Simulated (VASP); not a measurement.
Calculation: HSE06 screened hybrid, VASP's PBE PAW potentials (set 64) (plane waves; VASP).

VASP input:

### INCAR
```
ISYM  =  3
ISMEAR  =  0
EDIFF  =  1E-6
SIGMA  =  0.05
LCHARG  =  F
LASPH  =  T   ! aspherical one-centre terms
LHFCALC  =  T
LREAL  =  F
ALGO  =  Normal   ! blocked Davidson
SYSTEM  =  CsI
PREC  =  Accurate
ENCUT  =  400
GGA  =  PE
NELM  =  60
PRECFOCK  =  Fast
LWAVE  =  F
ISIF  =  2   ! forces and stress, cell fixed
HFSCREEN  =  0.2   ! 1/Angstrom
AEXX  =  0.25
LMAXMIX  =  4   ! l cut-off of mixed one-centre charges
```

KPOINTS:
```
Automatic mesh
0
Gamma
4 4 4
0 0 0
```

File POSCAR:
```
CsI
3.929270
  0.0000000000   1.0000001097   1.0000001097
  1.0000001097   0.0000000000   1.0000001097
  1.0000001097   1.0000001097   0.0000000000
Cs I
1 1
direct
  0.0000000000   0.0000000000   0.0000000000
  0.5000000000   0.5000000000   0.5000000000
```

### KPOINTS_OPT
```
k-points along high-symmetry lines
11
Line-mode
Reciprocal
  0.000000   0.000000   0.000000 ! GAMMA
  0.500000   0.000000   0.500000 ! X

  0.500000   0.000000   0.500000 ! X
  0.625000   0.250000   0.625000 ! U

  0.375000   0.375000   0.750000 ! K
  0.000000   0.000000   0.000000 ! GAMMA

  0.000000   0.000000   0.000000 ! GAMMA
  0.500000   0.500000   0.500000 ! L

  0.500000   0.500000   0.500000 ! L
  0.500000   0.250000   0.750000 ! W

  0.500000   0.250000   0.750000 ! W
  0.500000   0.000000   0.500000 ! X
```

POTCAR, in this order: Cs_sv I (PBE.64 set). Program: vasp_std. Read from the step before: WAVECAR.

Unless said otherwise, spin-orbit coupling is left out, though it shifts the bands of the heavy elements here.

Predict the energy per atom (σ→0), band gap (over mesh and band path).

```
Property                                     Value
----------------------------------  --------------
energy per atom (σ→0)               -3.190 eV/atom
band gap (over mesh and band path)         4.83 eV
```

### OSZICAR
```
...
       N       E                     dE             ncg
       N       E                     dE             ncg
       N       E                     dE             ncg
       N       E                     dE             ncg
       N       E                     dE             ncg
       N       E                     dE             ncg
       N       E                     dE             ncg
       N       E                     dE             ncg
```

The structure comes from a computed database's CsI entry (Fm-3m); how it stands against other phases isn't given here. It was relaxed first. The cell's shape comes from a PBE relaxation.
